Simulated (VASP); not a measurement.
```xyz
3
Lattice="2.1312 -3.6913 0.0000 2.1312 3.6913 0.0000 0.0000 0.0000 8.7425" Properties=species:S:1:pos:R:3 pbc="T T T"
Mg     0.0000     0.0000     8.7425
I      2.1312     1.2304     1.6762
I      2.1312    -1.2304     7.0662
```

Calculation: revPBE GGA, VASP's PBE PAW potentials (set 64) (plane waves; VASP 6.6.1). Numerical set-up: 520 eV cut-off, Gaussian smearing of 0.050 eV, potentials Mg I.

Without a dispersion term in the relaxation, distances and binding between the weakly bound layers, chains or molecules are unreliable, and so is what depends on them. Unless said otherwise, spin-orbit coupling is left out, though it shifts the bands of the heavy elements here.

Problem. Give the energies of bands 3 to 11 at the high-symmetry points, in eV from the valence-band maximum.

Solution. 
| band | Γ | M | K | A | L | H |
|---|---|---|---|---|---|---|
| 3 | -2.71 | -3.15 | -2.84 | -2.64 | -3.16 | -2.83 |
| 4 | -0.36 | -2.52 | -2.14 | -0.55 | -2.54 | -2.16 |
| 5 | -0.26 | -1.17 | -2.14 | -0.26 | -1.11 | -2.16 |
| 6 | -0.26 | -1.06 | -1.64 | -0.26 | -1.06 | -1.66 |
| 7 | 0.00 | -0.53 | -0.60 | 0.00 | -0.54 | -0.56 |
| 8 | 0.00 | -0.36 | -0.60 | 0.00 | -0.37 | -0.56 |
| 9 | 3.85 | 3.75 | 4.44 | 4.22 | 3.73 | 4.56 |
| 10 | 4.99 | 5.59 | 6.88 | 4.97 | 5.61 | 6.42 |
| 11 | 6.62 | 5.99 | 6.88 | 6.61 | 5.93 | 6.42 |

The gap is indirect, 3.73 eV, from the valence maximum at Γ to the conduction minimum at L.

The compound is MgI2 in the 1T layered structure. It was relaxed first, which changed the volume by +34 %.
